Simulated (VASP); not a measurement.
OSZICAR of a VASP run on MgZn$_{3}$S$_{4}$ (space group P-43m):

File OSZICAR:
```
       N       E                     dE             d eps       ncg     rms          rms(c)
DAV:   1     0.441088647235E+03    0.44109E+03   -0.16362E+04  2228   0.516E+02
DAV:   2     0.375468289982E+02   -0.40354E+03   -0.34424E+03  2236   0.159E+02
DAV:   3    -0.308473282378E+02   -0.68394E+02   -0.64609E+02  2613   0.629E+01
DAV:   4    -0.333469153024E+02   -0.24996E+01   -0.24865E+01  2584   0.126E+01
DAV:   5    -0.333623095333E+02   -0.15394E-01   -0.15392E-01  2544   0.992E-01    0.126E+01
DAV:   6    -0.317151495851E+02    0.16472E+01   -0.72305E-01  3146   0.187E+01    0.961E+00
DAV:   7    -0.315965562360E+02    0.11859E+00   -0.54457E-01  2744   0.255E+00    0.488E+00
DAV:   8    -0.315881979024E+02    0.83583E-02   -0.27418E-02  2760   0.119E+00    0.115E+00
DAV:   9    -0.315875858037E+02    0.61210E-03   -0.71804E-03  2512   0.243E-01    0.163E-01
DAV:  10    -0.315877844216E+02   -0.19862E-03   -0.66501E-04  2560   0.568E-02    0.143E-01
DAV:  11    -0.315880029086E+02   -0.21849E-03   -0.75332E-05  2440   0.220E-02    0.842E-02
DAV:  12    -0.315880110357E+02   -0.81271E-05   -0.16961E-05  2592   0.141E-02    0.186E-02
DAV:  13    -0.315880121781E+02   -0.11424E-05   -0.18563E-06  2504   0.355E-03    0.143E-02
DAV:  14    -0.315880132040E+02   -0.10259E-05   -0.61295E-07  2440   0.162E-03    0.102E-03
DAV:  15    -0.315880132177E+02   -0.13752E-07   -0.14226E-08  2168   0.108E-03
   1 F= -.31588013E+02 E0= -.31588013E+02  d E =-.112547E-27
 imaginary and real dielectric function
```

**Question.** Which electronic solver shows in the log?

**Answer.** It is blocked Davidson (ALGO = Normal, or the opening steps of other solvers). The INCAR had ALGO = Normal.

**Question.** Can the final energy be trusted as converged?

**Answer.** The run converged. It stopped with EDIFF = 1E-7, NELM = 100 (PBEsol GGA, plane waves, VASP's PBE PAW potentials (set 64)). The dielectric response may not be converged in the k-mesh; for small gaps it tends to come out too large.

The structure comes from a computed database's MgZn3S4 entry (P-43m); how it stands against other phases isn't given here. It was relaxed first.
